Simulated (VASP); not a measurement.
Input:

```yaml
crystal:
  lattice:
    - [0.00000, 3.38898, 3.38898]
    - [3.38898, 0.00000, 3.38898]
    - [3.38898, 3.38898, 0.00000]
  atoms:
    - { symbol: Sr, position: [0.00000, 0.00000, 0.00000] }
    - { symbol: Te, position: [0.50000, 0.50000, 0.50000] }
```

Computed with AM05 GGA, VASP's PBE PAW potentials (set 64) (plane waves; VASP). Numerical set-up: 520 eV cut-off, 7×7×7 Γ-centred mesh, Gaussian smearing of 0.050 eV, potentials Sr_sv Te.

Task: Predict the energy per atom (σ→0), pressure.

Result: 
- energy per atom (σ→0): -4.149 eV/atom
- pressure: -1.71 GPa

Only differences to runs with the same potentials and settings are physical.

The compound is SrTe in the rock salt structure. This cell is one point of a volume scan, at 1.06 of the reference volume.
